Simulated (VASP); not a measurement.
OSZICAR of a VASP run on Hf (hcp):

**OSZICAR**
```
       N       E                     dE             d eps       ncg     rms          rms(c)
DAV:   1     0.474578173675E+02    0.47458E+02   -0.11546E+04  2948   0.133E+03
DAV:   2    -0.201949366785E+02   -0.67653E+02   -0.66338E+02  3666   0.272E+02
DAV:   3    -0.220776522233E+02   -0.18827E+01   -0.18488E+01  3986   0.303E+01
DAV:   4    -0.220946211373E+02   -0.16969E-01   -0.16957E-01  3384   0.346E+00
DAV:   5    -0.220948574877E+02   -0.23635E-03   -0.23633E-03  3980   0.329E-01    0.684E+01
DAV:   6    -0.215823828844E+02    0.51247E+00   -0.44768E-01  3090   0.504E+00    0.403E+01
DAV:   7    -0.213978667621E+02    0.18452E+00   -0.71245E-01  3152   0.612E+00    0.207E+00
DAV:   8    -0.213897976088E+02    0.80692E-02   -0.44797E-02  3216   0.167E+00    0.149E-01
DAV:   9    -0.213898850323E+02   -0.87423E-04   -0.95543E-04  4074   0.241E-01    0.194E-01
DAV:  10    -0.213898850221E+02    0.10179E-07   -0.50069E-05  3282   0.585E-02    0.293E-01
DAV:  11    -0.213898788851E+02    0.61370E-05   -0.75267E-06  3600   0.210E-02    0.129E-02
DAV:  12    -0.213898788939E+02   -0.88055E-08   -0.48902E-07  2142   0.595E-03
   1 F= -.20089038E+02 E0= -.20089572E+02  d E =-.200890E+02
       N       E                     dE             d eps       ncg     rms          rms(c)
DAV:   1    -0.219960510473E+02   -0.60617E+00   -0.18619E+01  2940   0.388E+01    0.100E+01
DAV:   2    -0.214365421748E+02    0.55951E+00   -0.10780E+00  2958   0.904E+00    0.299E+00
DAV:   3    -0.212585965350E+02    0.17795E+00   -0.35699E-01  2970   0.494E+00    0.156E+00
DAV:   4    -0.212451829610E+02    0.13414E-01   -0.27867E-02  3422   0.139E+00    0.135E+00
DAV:   5    -0.212426525093E+02    0.25305E-02   -0.53025E-03  3318   0.476E-01    0.215E-01
DAV:   6    -0.212426892687E+02   -0.36759E-04   -0.21361E-04  4050   0.106E-01    0.721E-02
DAV:   7    -0.212426832883E+02    0.59804E-05   -0.45651E-06  3318   0.177E-02    0.120E-02
DAV:   8    -0.212426831755E+02    0.11287E-06   -0.37140E-07  1878   0.499E-03
   2 F= -.20058097E+02 E0= -.20057826E+02  d E =0.309404E-01
       N       E                     dE             d eps       ncg     rms          rms(c)
DAV:   1    -0.216354828293E+02   -0.39280E+00   -0.67298E+00  2940   0.233E+01    0.632E+00
DAV:   2    -0.214365619115E+02    0.19892E+00   -0.41911E-01  3000   0.547E+00    0.187E+00
DAV:   3    -0.213753610341E+02    0.61201E-01   -0.10511E-01  3012   0.258E+00    0.764E-01
DAV:   4    -0.213672865027E+02    0.80745E-02   -0.17258E-02  3266   0.107E+00    0.646E-01
DAV:   5    -0.213666564325E+02    0.63007E-03   -0.16149E-03  3648   0.249E-01    0.142E-01
DAV:   6    -0.213666625325E+02   -0.61001E-05   -0.67988E-05  3650   0.605E-02    0.617E-02
DAV:   7    -0.213666610249E+02    0.15077E-05   -0.19979E-06  3268   0.107E-02    0.112E-02
DAV:   8    -0.213666610094E+02    0.15514E-07   -0.74167E-08  1782   0.210E-03
   3 F= -.20112993E+02 E0= -.20113338E+02  d E =-.239555E-01
```

Question: Which electronic solver shows in the log?

Answer: It is blocked Davidson (ALGO = Normal, or the opening steps of other solvers). The INCAR had ALGO = Normal.

Question: Can the final energy be trusted as converged?

Answer: Self-consistency was reached. It stopped with EDIFF = 1E-6, NELM = 100, NSW = 40 and EDIFFG = -0.02 after 3 ionic steps (LDA (Ceperley-Alder, Perdew-Zunger), plane waves, VASP's LDA PAW potentials (set 64)). Energy and stress use the plane-wave basis of the starting cell.

The compound is Hf in the hcp structure. This run relaxes it under an external pressure of 5 GPa. Symmetry was kept, so distortions that lower it aren't found.
